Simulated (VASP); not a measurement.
```yaml
crystal:
  lattice:
    - [1.92270, -3.33021, 0.00000]
    - [1.92270, 3.33021, 0.00000]
    - [0.00000, 0.00000, 12.40320]
  atoms:
    - { symbol: La, position: [0.00000, 0.00000, 0.50000] }
    - { symbol: La, position: [0.00000, 0.00000, 0.00000] }
    - { symbol: La, position: [0.33333, 0.66667, 0.25000] }
    - { symbol: La, position: [0.66667, 0.33333, 0.75000] }
```

The base run (VASP): PBE GGA, plane waves, VASP's PBE PAW potentials (set 64). Settings: 400 eV cut-off, 8×8×3 Γ-centred mesh, first-order Methfessel-Paxton smearing of 0.10 eV, potentials La.

One setting is varied; ΔE counts from the most expensive setting. The base run took about 60 core-seconds. Times come from single runs on busy shared machines, so they are rough: good to a factor of about 2.

Pressures at a finite cut-off, here 400 eV, hold a Pulay part, which wasn't tested here.

```csv
setting,cost over the base run,electronic steps,ΔE (meV/atom),pressure (GPa)
KPOINTS 2×2×1 Γ-centred mesh,about 1/4,14,-855.6,-7.24
KPOINTS 3×3×1 Γ-centred mesh,about 1/3,15,-60.3,-3.72
KPOINTS 4×4×2 Γ-centred mesh,within a factor of 2,15,55.7,-1.22
KPOINTS 7×7×3 Γ-centred mesh,within a factor of 2,14,-8.7,-1.58
base run,reference,14,-2.7,-1.57
KPOINTS 11×11×4 Γ-centred mesh,about 2 times,14,-1.2,-1.52
KPOINTS 12×12×4 Γ-centred mesh,about 3 times,15,-1.1,-1.55
KPOINTS 13×13×5 Γ-centred mesh,about 3 times,15,0.0,-1.52
```

Left out are runs that failed, have no time on record or changed the cell.

The compound is La in the dhcp structure. The cell was not relaxed at this level.
